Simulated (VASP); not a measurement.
Here is a VASP 6.6.1 calculation.

INCAR

```
SYSTEM = MnCdS3
PREC = Accurate ; ENCUT = 520
EDIFF = 1E-6 ; ISMEAR = 0
SIGMA = 0.1 ; LREAL = .False.
LASPH = .True. ; NELM = 150
ALGO = Normal ; ISIF = 2
LWAVE = .False. ; LCHARG = .False.
ISPIN = 2 ; MAGMOM = 4 0 0 0 0
LORBIT = 11 ; LMAXMIX = 4
GGA = PE ; NBANDS = 34
```

Contents of KPOINTS:

```
regular mesh
0
Gamma
  4 4 4
  0 0 0
```

The input POSCAR:

```
MnCdS3
1.0
    4.6104893700      0.0000000000      0.0000000000
    0.0000000000      4.6104893700      0.0000000000
    0.0000000000      0.0000000000      4.6104893700
Mn Cd S
1 1 3
Direct
    0.5000000000      0.5000000000      0.5000000000
    0.0000000000      0.0000000000      0.0000000000
    0.0000000000      0.5000000000      0.5000000000
    0.5000000000      0.0000000000      0.5000000000
    0.5000000000      0.5000000000      0.0000000000
```

Potentials or basis: VASP PAW PBE potentials, release 64 (Mn_pv, Cd, S).

The run is started by

```bash
$ cat potpaw_PBE.64/Mn_pv/POTCAR potpaw_PBE.64/Cd/POTCAR potpaw_PBE.64/S/POTCAR > POTCAR
$ mpirun -np 1 vasp_std > vasp.out
```

**Question.** Estimate the net moment.

**Answer.** 3.33 μB per cell.

**Question.** Predict the band gap on the k mesh.

**Answer.** None (metal or under the smearing width).

Caveat: a cell with one magnetic atom can't hold antiferromagnetic order, which such compounds often take; semilocal functionals often make such compounds metallic where correlation or magnetic order opens a gap, which also shifts bond lengths.
